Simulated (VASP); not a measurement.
Given:

```
CELL_PARAMETERS angstrom
      2.93943     0.00000     0.00000
      0.00000     2.93943     0.00000
      0.00000     0.00000     2.93943
ATOMIC_POSITIONS crystal
  Zn 0.50000 0.50000 0.50000
  Cu 0.00000 0.00000 0.00000
```

The numbers are results of AM05 GGA, VASP's PBE PAW potentials (set 64) (plane waves; VASP), not measurements. Numerical set-up: 520 eV cut-off, 12×12×12 Γ-centred mesh, first-order Methfessel-Paxton smearing of 0.10 eV, potentials Zn Cu.

Question: Give the stress tensor in GPa (positive for a compressed cell).

Answer: 
```
-3.37   0.00   0.00
 0.00  -3.37   0.00
 0.00   0.00  -3.37
```
The pressure is its mean diagonal, -3.37 GPa.

The compound is CuZn in the CsCl type structure. This cell is one point of a volume scan, at 1.03 of the reference volume. The electron count is odd and the run is not spin-polarised, which forces a metal.
